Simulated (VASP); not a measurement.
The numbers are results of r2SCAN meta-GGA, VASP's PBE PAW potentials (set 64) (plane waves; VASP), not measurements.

A VASP calculation is set up with these files.

**POSCAR**
```
CeO2(111) slab
1
    3.8432751873    -0.0000000000    -0.0000000000
   -1.9216375937     3.3283737964     0.0000000000
    0.0000000000     0.0000000000    24.4839648607
O Ce
6 3
Direct
  0.6666670000   0.3333330000   0.3397920000
  0.3333330000   0.6666670000   0.4679580000
  0.0000000000   0.0000000000   0.4038750000
  0.0000000000   0.0000000000   0.5961250000
  0.6666670000   0.3333330000   0.5320420000
  0.3333330000   0.6666670000   0.6602080000
  0.3333330000   0.6666670000   0.3718340000
  0.0000000000   0.0000000000   0.5000000000
  0.6666670000   0.3333330000   0.6281660000
```

### INCAR
```
SYSTEM = CeO2(111) slab
PREC = Normal
ENCUT = 450
EDIFF = 1E-5
NELM = 100
ALGO = Normal
LREAL = .FALSE.
LASPH = .TRUE.
ISMEAR = 0
SIGMA = 0.05
METAGGA = R2SCAN
LMIXTAU = .TRUE.
LMAXMIX = 6
LWAVE = .TRUE.
LCHARG = .FALSE.
NELMIN = 4
LDIPOL = .TRUE.
IDIPOL = 3
DIPOL = 0.5 0.5 0.5
IBRION = 2
ISIF = 2
NSW = 50
EDIFFG = -0.03
```

KPOINTS:
```
Automatic mesh
0
Gamma
6 6 1
0 0 0
```

POTCAR, in this order: O Ce (PBE.64 set). Program: vasp_std.

Task: Estimate the energy per atom (σ→0).

Result: 
| Item | Value |
|---|---|
| energy per atom (σ→0) | -17.861 eV/atom |

OSZICAR:
```
...
DAV:  11    -0.160745552169E+03    0.14994E-03   -0.60758E-05   704   0.577E-02    0.787E-02
DAV:  12    -0.160745776909E+03   -0.22474E-03   -0.58584E-05   608   0.550E-02    0.564E-02
DAV:  13    -0.160745708150E+03    0.68759E-04   -0.12993E-04   851   0.700E-02    0.232E-02
DAV:  14    -0.160745730017E+03   -0.21867E-04   -0.13174E-05   359   0.344E-02    0.173E-02
DAV:  15    -0.160745770312E+03   -0.40295E-04   -0.61217E-06   310   0.263E-02    0.981E-03
DAV:  16    -0.160745786099E+03   -0.15787E-04   -0.50151E-06   310   0.217E-02    0.827E-03
DAV:  17    -0.160745795034E+03   -0.89349E-05   -0.20983E-06   310   0.151E-02
  18 F= -.16074580E+03 E0= -.16074580E+03  d E =-.613557E-03
```

The cell is a thin slab with vacuum, built from CeO2 (fluorite): (111) face. The run is not spin-polarised, so no magnetic state was tried.
